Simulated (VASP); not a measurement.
Output of a VASP run:

File OSZICAR:
```
       N       E                     dE             d eps       ncg     rms          rms(c)
DAV:   1     0.137474193286E+03    0.13747E+03   -0.89269E+03   696   0.149E+03
DAV:   2     0.534735469488E+01   -0.13213E+03   -0.11912E+03  1096   0.391E+02
DAV:   3    -0.134657134150E+01   -0.66939E+01   -0.66419E+01   872   0.820E+01
DAV:   4    -0.158952745231E+01   -0.24296E+00   -0.24247E+00  1144   0.171E+01
DAV:   5    -0.159135366350E+01   -0.18262E-02   -0.18259E-02   844   0.134E+00    0.774E+01
DAV:   6    -0.176207799337E+02   -0.16029E+02   -0.18172E+02   696   0.233E+02    0.294E+01
DAV:   7    -0.172982632760E+02    0.32252E+00   -0.27795E+00   840   0.183E+01    0.191E+01
DAV:   8    -0.170824486551E+02    0.21581E+00   -0.53912E-01   820   0.708E+00    0.119E+01
DAV:   9    -0.171861899290E+02   -0.10374E+00   -0.54617E-01  1112   0.109E+01    0.482E+00
DAV:  10    -0.172845681000E+02   -0.98378E-01   -0.21616E-01   788   0.688E+00    0.812E-01
DAV:  11    -0.172864014116E+02   -0.18333E-02   -0.12154E-01  1140   0.296E+00    0.570E-01
DAV:  12    -0.172899600364E+02   -0.35586E-02   -0.20821E-02   744   0.194E+00    0.560E-01
DAV:  13    -0.172906672354E+02   -0.70720E-03   -0.19748E-03   752   0.673E-01    0.417E-01
DAV:  14    -0.172918318431E+02   -0.11646E-02   -0.44865E-03   968   0.609E-01    0.129E-01
DAV:  15    -0.172928385433E+02   -0.10067E-02   -0.37485E-04   896   0.334E-01    0.584E-02
DAV:  16    -0.172928856437E+02   -0.47100E-04   -0.55003E-05  1068   0.837E-02    0.374E-02
DAV:  17    -0.172928959420E+02   -0.10298E-04   -0.14126E-04   868   0.102E-01    0.197E-02
DAV:  18    -0.172928945804E+02    0.13616E-05   -0.82454E-06   740   0.349E-02    0.548E-03
DAV:  19    -0.172928957005E+02   -0.11201E-05   -0.22421E-06   736   0.170E-02    0.492E-03
DAV:  20    -0.172928965888E+02   -0.88823E-06   -0.55924E-07   576   0.685E-03
   1 F= -.17292897E+02 E0= -.17292897E+02  d E =-.172929E+02
       N       E                     dE             d eps       ncg     rms          rms(c)
DAV:   1    -0.172936874364E+02   -0.79174E-03   -0.15675E-02   828   0.143E+00    0.216E-01
DAV:   2    -0.172929926549E+02    0.69478E-03   -0.31262E-03   800   0.538E-01    0.541E-02
DAV:   3    -0.172929478475E+02    0.44807E-04   -0.14824E-04  1120   0.136E-01    0.409E-02
DAV:   4    -0.172929370866E+02    0.10761E-04   -0.60739E-05  1196   0.655E-02    0.310E-02
DAV:   5    -0.172929109112E+02    0.26175E-04   -0.26749E-05   820   0.500E-02    0.158E-02
DAV:   6    -0.172929365094E+02   -0.25598E-04   -0.29667E-05   760   0.463E-02    0.450E-03
DAV:   7    -0.172929375978E+02   -0.10884E-05   -0.34519E-06   776   0.148E-02    0.534E-04
DAV:   8    -0.172929375406E+02    0.57268E-07   -0.16710E-07   404   0.484E-03
   2 F= -.17292938E+02 E0= -.17292938E+02  d E =-.409518E-04
```

**OUTCAR**
```
------------------------ aborting loop because EDIFF is reached ----------------------------------------
  FORCE on cell =-STRESS in cart. coord.  units (eV):
  Direction    XX          YY          ZZ          XY          YZ          ZX
  --------------------------------------------------------------------------------------
  Total        0.0097309      0.0097309      0.0097309      0.0000000      0.0000000      0.0000000
  in kB        0.3930211      0.3930211      0.3930211      0.0000000      0.0000000      0.0000000
  external PRESSURE =       0.3930211 kB  Pullay stress =       0.0000000 kB
  volume of cell :       39.67
      direct lattice vectors                 reciprocal lattice vectors
     0.000000000  2.706906717  2.706906717    -0.184712682  0.184712682  0.184712682
     2.706906717 -0.000000000  2.706906717     0.184712682 -0.184712682  0.184712682
     2.706906717  2.706906717  0.000000000     0.184712682  0.184712682 -0.184712682
  FREE ENERGIE OF THE ION-ELECTRON SYSTEM (eV)
  ---------------------------------------------------
  free  energy   TOTEN  =       -17.2929375406 eV

  energy  without entropy=      -17.2929375406  energy(sigma->0) =      -17.29293754

 reached required accuracy - stopping structural energy minimisation
```
(Selected blocks of OUTCAR.)

POSCAR:
```
KF
1
    0.0000000000     2.7048953066     2.7048953066
    2.7048953066     0.0000000000     2.7048953066
    2.7048953066     2.7048953066     0.0000000000
K F
1 1
Direct
  0.0000000000   0.0000000000   0.0000000000
  0.5000000000   0.5000000000   0.5000000000
```

Reconstruct the remaining input files.

This is not unique; one that fits is the input of the run itself, TPSS meta-GGA, plane waves, VASP's PBE PAW potentials (set 64).

INCAR:
```
# general
SYSTEM =KF
PREC   =Accurate
ENCUT  =520   # plane-wave cut-off (eV)
LREAL  =.FALSE.   # projection in real space or not
LASPH  =.TRUE.

# electronic loop
EDIFF  =1E-6
NELM   =100
ALGO   =Normal
LMIXTAU=.TRUE.

# smearing
ISMEAR =0
SIGMA  =0.05   # width (eV)

# functional
METAGGA=TPSS

# ions
IBRION =2   # conjugate gradients
NSW    =60   # most ionic steps
ISIF   =3
EDIFFG =-0.01

# output
LWAVE  =.FALSE.
LCHARG =.FALSE.
```

**KPOINTS**
```
Automatic mesh
0
Gamma
8 8 8
0 0 0
```

POTCAR, in this order: K_sv F (PBE.64 set). Program: vasp_std.

The compound is KF in the rock salt structure. This run relaxes it. Symmetry was kept, so distortions that lower it aren't found. The start is the result of an earlier pass.
